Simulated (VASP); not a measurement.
Computed with PBE GGA, VASP's PBE PAW potentials (set 64) (plane waves; VASP 6.6.1).

A VASP calculation is set up with these files.

### INCAR
```
! general
SYSTEM   =  PtB
PREC     =  Accurate
ENCUT    =  520   ! plane-wave cut-off (eV)
LREAL    =  .False.   ! projection in real space or not
LASPH    =  .True.

! electronic loop
EDIFF    =  1E-7
NELM     =  100   ! most electronic steps
ALGO     =  Normal   ! blocked Davidson
LMAXMIX  =  6   ! l cut-off of mixed one-centre charges

! smearing
ISMEAR   =  -5   ! tetrahedra, Bloechl

! functional
GGA      =  PE   ! PBE

! ions
ISIF     =  2

! output
LWAVE    =  .False.
LCHARG   =  .True.
LORBIT   =  11
NEDOS    =  601   ! DOS grid
```

**KPOINTS**
```
Automatic mesh
0
Gamma
16 16 16
0 0 0
```

**POSCAR**
```
PtB
1
   -0.0000000000     2.2648392927     2.2648392927
    2.2648392927    -0.0000000000     2.2648392927
    2.2648392927     2.2648392927     0.0000000000
Pt B
1 1
Direct
  0.0000000000   0.0000000000   0.0000000000
  0.5000000000   0.5000000000   0.5000000000
```

POTCAR, in this order: Pt B (PBE.64 set). Program: vasp_std.

Output

**OSZICAR**
```
       N       E                     dE             d eps       ncg     rms          rms(c)
DAV:   1     0.480185385046E+02    0.48019E+02   -0.63629E+03  3060   0.114E+03
DAV:   2    -0.120523517345E+02   -0.60071E+02   -0.57546E+02  3226   0.219E+02
DAV:   3    -0.133836145214E+02   -0.13313E+01   -0.13159E+01  3396   0.319E+01
DAV:   4    -0.133909780134E+02   -0.73635E-02   -0.73540E-02  3210   0.252E+00
DAV:   5    -0.133910317345E+02   -0.53721E-04   -0.53672E-04  3282   0.230E-01    0.166E+01
DAV:   6    -0.123053960577E+02    0.10856E+01   -0.90953E+00  3020   0.248E+01    0.664E+00
DAV:   7    -0.122214100849E+02    0.83986E-01   -0.49229E-01  3002   0.708E+00    0.430E+00
DAV:   8    -0.122073438359E+02    0.14066E-01   -0.13985E-02  3302   0.112E+00    0.423E-01
DAV:   9    -0.122064686240E+02    0.87521E-03   -0.33659E-03  3094   0.491E-01    0.682E-02
DAV:  10    -0.122064766329E+02   -0.80089E-05   -0.15974E-04  3178   0.106E-01    0.269E-02
DAV:  11    -0.122064742710E+02    0.23619E-05   -0.11236E-06  3240   0.113E-02    0.432E-03
DAV:  12    -0.122064740938E+02    0.17716E-06   -0.11129E-06  3086   0.767E-03    0.655E-04
DAV:  13    -0.122064741467E+02   -0.52871E-07   -0.24260E-08  1596   0.161E-03
   1 F= -.12206474E+02 E0= -.12206474E+02  d E =0.000000E+00
```

File OUTCAR:
```
------------------------ aborting loop because EDIFF is reached ----------------------------------------
  FORCE on cell =-STRESS in cart. coord.  units (eV):
  Direction    XX          YY          ZZ          XY          YZ          ZX
  --------------------------------------------------------------------------------------
  Total        0.0398266      0.0398266      0.0398266     -0.0000000      0.0000000     -0.0000000
  in kB        2.7462591      2.7462591      2.7462591     -0.0000000      0.0000000     -0.0000000
  external PRESSURE =       2.7462591 kB  Pullay stress =       0.0000000 kB
  volume of cell :       23.23
      direct lattice vectors                 reciprocal lattice vectors
     0.000000000  2.264839293  2.264839293    -0.220766216  0.220766216  0.220766216
     2.264839293  0.000000000  2.264839293     0.220766216 -0.220766216  0.220766216
     2.264839293  2.264839293  0.000000000     0.220766216  0.220766216 -0.220766216
 POSITION                                       TOTAL-FORCE (eV/Angst)
 -----------------------------------------------------------------------------------
      0.00000      0.00000      0.00000         0.000000      0.000000     -0.000000
      2.26484      2.26484      2.26484        -0.000000      0.000000      0.000000
 -----------------------------------------------------------------------------------
    total drift:                                0.000000     -0.000000     -0.000000
  FREE ENERGIE OF THE ION-ELECTRON SYSTEM (eV)
  ---------------------------------------------------
  free  energy   TOTEN  =       -12.2064741467 eV

  energy  without entropy=      -12.2064741467  energy(sigma->0) =      -12.20647415

 total charge

# of ion       s       p       d       tot
------------------------------------------
    1        0.705   0.633   8.148   9.485
    2        0.681   0.998   0.000   1.679
--------------------------------------------------
tot          1.386   1.631   8.148  11.164
```
(Selected blocks of OUTCAR.)

For a metal the tetrahedron method with Blöchl corrections gives inexact stress and forces.

The structure was generated: PtB was put into the rock salt type (Fm-3m), which need not be its known phase. It was relaxed first, which changed the volume by -13 %. The electron count is odd and the run is not spin-polarised, which forces a metal.
